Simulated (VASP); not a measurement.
As (a7): the lattice constant c from VASP (plane waves, PAW) at several levels of theory. Static lattice.  The measured value holds thermal and zero-point effects that the static calculation lacks.

```json
[
 {"level": "LDA", "lattice constant c (Å)": "9.979", "error against measurement": "-4.4 %"},
 {"level": "PBEsol", "lattice constant c (Å)": "10.084", "error against measurement": "-3.4 %"}
]
```

Measured: 10.441 Å at 4 K (as given by Schiferl, Barrett, J. Appl. Cryst. 2, 30 (1969), as in the American Mineralogist Crystal Structure Database).

The cell of the LDA run:

```cif
data_As6
_chemical_formula_sum 'As6'
_space_group_name_H-M_alt 'R-3m :H'
_space_group_IT_number 166
_space_group_name_Hall '-R 3 2"'
_cell_length_a 3.76549
_cell_length_b 3.76549
_cell_length_c 9.97883
_cell_angle_alpha 90.000
_cell_angle_beta 90.000
_cell_angle_gamma 120.000
loop_
_atom_site_label
_atom_site_type_symbol
_atom_site_symmetry_multiplicity
_atom_site_Wyckoff_symbol
_atom_site_fract_x
_atom_site_fract_y
_atom_site_fract_z
_atom_site_occupancy
As1 As 6 c 0.00000 0.00000 0.23078 1
```
(The calculation used a cell of 2 atoms; values per cell refer to that cell.)

Only levels that ran to the end are used. Left out are those held back, those with too coarse a band path, GW runs whose mesh misses a band edge, hybrids' fits of cells that aren't cubic and levels without matching references; a question may draw on a part of the rest.

The compound is As in the a7 structure.
